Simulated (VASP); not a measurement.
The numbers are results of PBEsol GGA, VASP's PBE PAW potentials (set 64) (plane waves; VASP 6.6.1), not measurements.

The input files of a VASP run:

**POSCAR**
```
Cd3MgTe4
1
    0.0000000000     3.2410986040     3.2410986040
    3.2410986040     0.0000000000     3.2410986040
   12.9280215510    12.9280215510     0.0363728650
Mg Te Cd
1 4 3
Direct
  0.9983061108   0.9983061108   0.0012704169
  0.2533057110   0.2533057110   0.0600207168
  0.2509998939   0.2509998939   0.3117500796
  0.2495839608   0.2495839608   0.5628120294
  0.2475470854   0.2475470854   0.8143396860
  0.0017746369   0.0017746369   0.2486690224
  0.9998179888   0.9998179888   0.5001365084
  0.9986646125   0.9986646125   0.7510015406
```

INCAR:
```
LWAVE  =  .FALSE.
EDIFF  =  1E-7
SIGMA  =  0.05   # width (eV)
LCHARG  =  .FALSE.
SYSTEM  =  Cd3MgTe4
ICHARG  =  11   # fixed density
LMAXMIX  =  4   # l cut-off of mixed one-centre charges
ISMEAR  =  0
ALGO  =  Normal   # blocked Davidson
NELM  =  100   # most electronic steps
LORBIT  =  11
LASPH  =  .TRUE.   # aspherical one-centre terms
GGA  =  PS
LREAL  =  .FALSE.
ENCUT  =  400   # plane-wave cut-off (eV)
PREC  =  Accurate
```

**KPOINTS**
```
k-points along high-symmetry lines
12
Line-mode
Reciprocal
  0.000000   0.000000   0.000000 ! GAMMA
  0.000000   0.000000  -0.500000 ! T

  0.000000   0.000000  -0.500000 ! T
 -0.328125   0.328125  -0.500000 ! H_2

 -0.343750   0.328125  -0.187500 ! H_0
  0.000000   0.500000   0.500000 ! L

  0.000000   0.500000   0.500000 ! L
  0.000000   0.000000   0.000000 ! GAMMA

  0.000000   0.000000   0.000000 ! GAMMA
 -0.335938   0.335938   0.000000 ! S_0

 -0.335937   0.328125  -0.343750 ! S_2
 -0.500000   0.000000  -1.000000 ! F

 -0.500000   0.000000  -1.000000 ! F
  0.000000   0.000000   0.000000 ! GAMMA
```

POTCAR, in this order: Mg Te Cd (PBE.64 set). Program: vasp_std. Read from the step before: CHGCAR.

Output of the run:

**OUTCAR**
```
 ion  position               nearest neighbor table
   1  0.998  0.998  0.001-   5 2.79   2 2.79   2 2.79   2 2.79
   2  0.253  0.253  0.060-   1 2.79   1 2.79   1 2.79   6 2.81
   3  0.251  0.251  0.312-   7 2.81   6 2.81   6 2.81   6 2.81
   4  0.250  0.250  0.563-   8 2.81   7 2.81   7 2.81   7 2.81
   5  0.248  0.248  0.814-   1 2.79   8 2.81   8 2.81   8 2.81
   6  0.002  0.002  0.249-   3 2.81   3 2.81   3 2.81   2 2.81
   7  1.000  1.000  0.500-   4 2.81   4 2.81   4 2.81   3 2.81
   8  0.999  0.999  0.751-   4 2.81   5 2.81   5 2.81   5 2.81
  LATTYP: Found a trigonal (rhomboedric) cell.
 ALAT       =    15.1400661763
 COS(alpha) =     0.9541722072
 Subroutine PRICEL returns:
 Original cell was already a primitive cell.
 Subroutine GETGRP returns: Found  6 space group operations
The static configuration has the point symmetry C_3v.
The dynamic configuration has the point symmetry C_3v.
 Subroutine INISYM returns: Found  6 space group operations
   k-points           NKPTS =     84   k-points in BZ     NKDIM =     84   number of bands    NBANDS=     37
   number of dos      NEDOS =    301   number of ions     NIONS =      8
   total plane-waves  NPLWV = 108000
   dimension x,y,z NGX =    30 NGY =   30 NGZ =  120
   dimension x,y,z NGXF=    60 NGYF=   60 NGZF=  240
   ions per type =               1   4   3
   PREC   = accura    normal or accurate (medium, high low for compatibility)
...
```

**OSZICAR**
```
       N       E                     dE             d eps       ncg     rms          rms(c)
DAV:   1     0.339029735815E+03    0.33903E+03   -0.23464E+04  6288   0.115E+03
DAV:   2     0.311069206947E+00   -0.33872E+03   -0.33065E+03  7344   0.289E+02
DAV:   3    -0.191008186584E+02   -0.19412E+02   -0.19219E+02  7209   0.695E+01
DAV:   4    -0.194434806474E+02   -0.34266E+00   -0.34233E+00  7907   0.821E+00
DAV:   5    -0.194482640267E+02   -0.47834E-02   -0.47831E-02  7265   0.100E+00
DAV:   6    -0.194484056369E+02   -0.14161E-03   -0.14160E-03  8001   0.154E-01
DAV:   7    -0.194484103812E+02   -0.47443E-05   -0.47443E-05  7316   0.252E-02
DAV:   8    -0.194484105760E+02   -0.19476E-06   -0.19474E-06  6990   0.457E-03
DAV:   9    -0.194484105860E+02   -0.10048E-07   -0.10074E-07  5189   0.103E-03
   1 F= -.19448411E+02 E0= -.19448411E+02  d E =-.623902E-14
```

### OUTCAR
```
 val. band max:        2.1786670425   @ k =   0.0000   0.0000   0.0000

 cond. band min:       3.1162764203   @ k =   0.0000   0.0000   0.0000



 k-point     1 :       0.0000    0.0000    0.0000
  band No.  band energies     occupation
      1      -8.8864      2.00000
      2      -8.6835      2.00000
      3      -8.6212      2.00000
      4      -8.3286      2.00000
      5      -5.9715      2.00000
      6      -5.9715      2.00000
      7      -5.9451      2.00000
      8      -5.9451      2.00000
      9      -5.9199      2.00000
     10      -5.9199      2.00000
     11      -5.9178      2.00000
     12      -5.7765      2.00000
     13      -5.7301      2.00000
     14      -5.7301      2.00000
     15      -5.7138      2.00000
     16      -5.7138      2.00000
     17      -5.7088      2.00000
     18      -5.7088      2.00000
     19      -5.4808      2.00000
     20      -2.0706      2.00000
     21      -0.6405      2.00000
     22      -0.2569      2.00000
     23       1.2699      2.00000
     24       1.2699      2.00000
     25       1.6479      2.00000
     26       1.6480      2.00000
     27       1.8407      2.00000
     28       1.8407      2.00000
     29       2.1293      2.00000
     30       2.1786      2.00000
     31       2.1787      2.00000
     32       3.1163      0.00000
     33       4.0477      0.00000
     34       4.1889      0.00000
     35       4.7943      0.00000
     36       6.8561      0.00000
     37       6.8683      0.00000

 k-point     2 :       0.0000    0.0000   -0.0455
  band No.  band energies     occupation
      1      -8.8860      2.00000
      2      -8.6861      2.00000
      3      -8.6188      2.00000
      4      -8.3288      2.00000
      5      -5.9715      2.00000
      6      -5.9715      2.00000
      7      -5.9452      2.00000
      8      -5.9451      2.00000
      9      -5.9199      2.00000
     10      -5.9199      2.00000
     11      -5.9182      2.00000
     12      -5.7756      2.00000
...
```

The density is held fixed in this step, so its total energy and stress have no physical meaning. Unless said otherwise, spin-orbit coupling is left out, though it shifts the bands of the heavy elements here.

The structure was generated: Cd3MgTe4 was put into an ordered model structure (R3m), which need not be its known phase. It was relaxed first.
